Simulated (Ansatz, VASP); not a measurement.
# TiC in two plane-wave programs, part 3 of 3

Wanted: the spread between two codes on one cell, functional and k mesh. The cell is taken from a series of runs on this material, whose earlier steps may have relaxed, scaled, displaced or heated it; both programs get it as it stands.

VASP 6.6.1 and Ansatz 0.2.0.

So far: Set-up; Ansatz: zone-centre phonons, LDA, pair 1; VASP: zone-centre phonons, LDA, pair 1; Side by side.

### 5. Ansatz: zone-centre phonons, LDA, pair 2

Level of this step: Ansatz beside VASP: Kohn-Sham DFT, plane waves, LDA (Ansatz).

Second derivatives magnify differences that forces hide, and they need a tight electronic threshold. The cell compared in this pair holds 19.59 Å³, against 19.46 Å³ for the pair before.

The cell is taken from a series of runs on this material, whose earlier steps may have relaxed, scaled, displaced or heated it; both programs get it as it stands.

The input, input.yaml:

```yaml
crystal:
  lattice:
    - [0.0, 2.122903354, 2.1730216463]
    - [2.122903354, 0.0, 2.1730216463]
    - [2.122903354, 2.122903354, 0.0]
  atoms:
    - { symbol: C, position: [0.5, 0.5, 0.5] }
    - { symbol: Ti, position: [0.0, 0.0, 0.0] }
kpoints:
  mp_grid: { grid: [16, 16, 16] }
hamiltonian:
  xc: lda
  pseudopotentials: { kind: paw, azcp: { folder: soft_1 }, xc_functional: pbe }
scf:
  occupations: { method: methfessel_paxton, width: 0.2 }
output:
  eigenvalues: true
phonons:
  method: dfpt
```

Started as:

```console
$ ansatz run input.yaml --threads 4 --pin off --max-ram 10240MiB --backend cpu --events-out ev --progress --plain --runs-dir out
```

Numbers of over 12 decimals in the logs are rounded to 6 here.

The log of the run:

```text
[...]
Crystal: 2 atoms, lattice volume = 19.586 Å³
Basis set: ecut = 420 eV, 363 PW (Γ), exchange–correlation on 48×48×48 points (8 copies of the dense FFT grid, shifted against one another)
Bands: 12, of which v1, the nominal top of the filled ones, is band 8 counted from 1 (7 counted from 0)
Symmetry: 16 space group operations
k-points: 621 of 4096 (irreducible under 8 space group operations)
[...]
k-point 1: bands = [... 4 lower, 2.6514, 15.1388, 15.3451, 15.4783, 15.9573, 16.0242, 16.9298, 17.6780]
  k-point 2: bands = [... 4 lower, 2.9257, 14.2667, 14.5776, 14.6912, 16.0231, 16.0810, 17.2774, 18.7709]
  k-point 620: bands = [... 4 lower, 4.8323, 11.3716, 13.1906, 15.0857, 15.0857, 17.8075, 18.5980, 18.5980]
[...]
ASR residual: 2.150e-5 → 0.000e0 eV/Å²; symmetrization residual: 1.083e-6 eV/Å²
  ASR residual per site (eV/Å²): 1.04e-5 2.15e-5
  Γ frequencies (cm⁻¹): 0.00 0.00 0.00 505.57 560.82 560.82
[...]
[key lines of the parts left out:]
SCF converged after 9 iterations
Free energy (F): -2695.174295 eV
Fermi energy:    14.932820 eV
```

### 6. VASP: zone-centre phonons, LDA, pair 2

The same cell, functional (in two slightly different forms), mesh and smearing now go to VASP, with its own data sets.

The input, INCAR:

```
SYSTEM = TiC
PREC = Accurate
ENCUT = 600
EDIFF = 1E-08
NELM = 120
ISMEAR = 1
SIGMA = 0.2
LREAL = .FALSE.
ALGO = Normal
GGA = CA
NBANDS = 14
LASPH = .TRUE.
LORBIT = 11
LWAVE = .FALSE.
LCHARG = .FALSE.
ISIF = 2
IBRION = 8
GGA_COMPAT = .FALSE.
KPAR = 2
```

The input, POSCAR:

```
TiC
1.0
    0.0000000000      2.1229033540      2.1730216463
    2.1229033540      0.0000000000      2.1730216463
    2.1229033540      2.1229033540      0.0000000000
C Ti
1 1
Direct
    0.5000000000      0.5000000000      0.5000000000
    0.0000000000      0.0000000000      0.0000000000
```

The input, KPOINTS:

```
Automatic mesh
0
Gamma
16 16 16
0 0 0
```

PAW data sets: C and Ti_sv (LDA family, release 64).

Started as:

```console
$ mpirun -np 2 vasp_std
```

The log of the run:

```text
[... set-up lines as in an earlier step ...]
 entering main loop
       N       E                     dE             d eps       ncg     rms          rms(c)
DAV:   1     0.125653371685E+03    0.12565E+03   -0.88258E+03  9786   0.151E+03
DAV:   2    -0.171858133777E+02   -0.14284E+03   -0.13418E+03 10216   0.371E+02
DAV:   3    -0.256370035316E+02   -0.84512E+01   -0.82129E+01 12868   0.866E+01
DAV:   4    -0.259896838497E+02   -0.35268E+00   -0.35240E+00 12282   0.160E+01
[...]
DAV:  15    -0.205283071086E+02    0.91651E-07   -0.18381E-07 15106   0.689E-03    0.149E-03
DAV:  16    -0.205283070892E+02    0.19410E-07   -0.55665E-08 10750   0.368E-03    0.361E-04
DAV:  17    -0.205283070870E+02    0.22419E-08   -0.17097E-09  6410   0.691E-04
   1 F= -.20528307E+02 E0= -.20528307E+02  d E =-.349418E-06
 Linear response reoptimize wavefunctions to high precision
DAV:   1    -0.205283070870E+02   -0.52296E-11   -0.29556E-10  7298   0.203E-04
 Linear response DOF=           4
 Linear response progress:
  Degree of freedom:   1/  4
[...]
RMM:  15    -0.640975375479E+00   -0.10798E-05   -0.44731E-06 39418   0.187E-03    0.911E-05
RMM:  16    -0.640975833171E+00   -0.45769E-06   -0.36967E-06 42192   0.154E-03    0.895E-05
RMM:  17    -0.640975829405E+00    0.37659E-08   -0.30700E-06 40156   0.130E-03    0.104E-04
 first order change of Fermi-energy   0.36779E-03
 force on displaced ion       2 direction 1 : -11.272   0.000   0.000
 Linear response progress:
  Degree of freedom:   4/  4
       N       E                     dE             d eps       ncg     rms          rms(c)
RMM:   1    -0.698146026970E+00   -0.69815E+00    0.62818E+00  9914   0.130E+02
RMM:   2    -0.673248847759E+00    0.24897E-01   -0.23088E-01 16286   0.491E+00    0.224E-01
RMM:   3    -0.672519299044E+00    0.72955E-03   -0.18311E-02 19252   0.116E+00    0.110E-01
RMM:   4    -0.671923344416E+00    0.59595E-03   -0.75687E-03 21152   0.505E-01    0.210E-02
[...]
RMM:  15    -0.673236973484E+00   -0.58159E-06   -0.34496E-06 22452   0.168E-03    0.149E-04
RMM:  16    -0.673237199530E+00   -0.22605E-06   -0.27199E-06 23718   0.138E-03    0.155E-04
RMM:  17    -0.673237532913E+00   -0.33338E-06   -0.21170E-06 21549   0.116E-03    0.154E-04
 first order change of Fermi-energy  -0.83209E-03
 force on displaced ion       2 direction 3 :   0.000   0.000  -9.156
 Linear response finished
```

From OUTCAR (step 6):

```text
  Total        0.0756582      0.0756582     -1.1229203      0.0000000     -0.0000000     -0.0000000
  in kB        6.1888806      6.1888806    -91.8554662      0.0000000     -0.0000000     -0.0000000
  external PRESSURE =     -26.4925683 kB  Pullay stress =       0.0000000 kB

 POSITION                                       TOTAL-FORCE (eV/Angst)
 -----------------------------------------------------------------------------------
      2.12290      2.12290      2.17302        -0.000000      0.000000     -0.000000
      0.00000      0.00000      0.00000         0.000000     -0.000000      0.000000
 -----------------------------------------------------------------------------------
    total drift:                                0.000000     -0.000000     -0.000000

[... 1 part as in an earlier step ...]

[... 1 further part left out ...]
```

### 7. Comparison

Compared:

| quantity | Ansatz | VASP | difference |
| --- | --- | --- | --- |
| optical mode 1 (cm⁻¹) | 505.6 | 508.0 | -0.47 % |
| optical mode 2 to 3 (cm⁻¹) | 560.8 | 564.6 | -0.67 % |

Modes are paired by rising frequency, not by their patterns, so a pair may set unlike modes beside each other; they are those without the splitting of longitudinal modes.

### 8. Results

```
r.m.s. difference of the optical zone-centre modes, each program's sorted by frequency (zone-centre phonons, LDA, pair 1) : 2.7 cm⁻¹
difference in optical mode 2 to 3 (zone-centre phonons, LDA, pair 1)                                                      : -0.5 %
r.m.s. difference of the optical zone-centre modes, each program's sorted by frequency (zone-centre phonons, LDA, pair 2) : 3.4 cm⁻¹
difference in optical mode 2 to 3 (zone-centre phonons, LDA, pair 2)                                                      : -0.7 %
```

In words: The r.m.s. difference of the optical zone-centre modes, each program's sorted by frequency is 2.7 cm⁻¹ (zone-centre phonons, LDA, pair 1). Among the rows given in per cent, the largest difference of the zone-centre phonons, LDA, pair 1 pair is in optical mode 2 to 3, -0.5 %. Among the rows given in per cent, the largest difference of the zone-centre phonons, LDA, pair 2 pair is in optical mode 2 to 3, -0.7 %. Such differences can come from data sets, numerical settings and the points named under the comparisons, not from the functional's error against experiment.

[Lines on the potential files, build, host, timing and source positions are cut from VASP's logs without a mark.]

[Logs are printed without paths, hosts, clocks, repeated set-up lines and the standing remarks that a program may print on its own settings, such as how far it seeks lower states.]

[Hosts, paths, dates, database ids (printed as entryN), source tags and the programs' standing remarks are cut or masked in the printed files.]
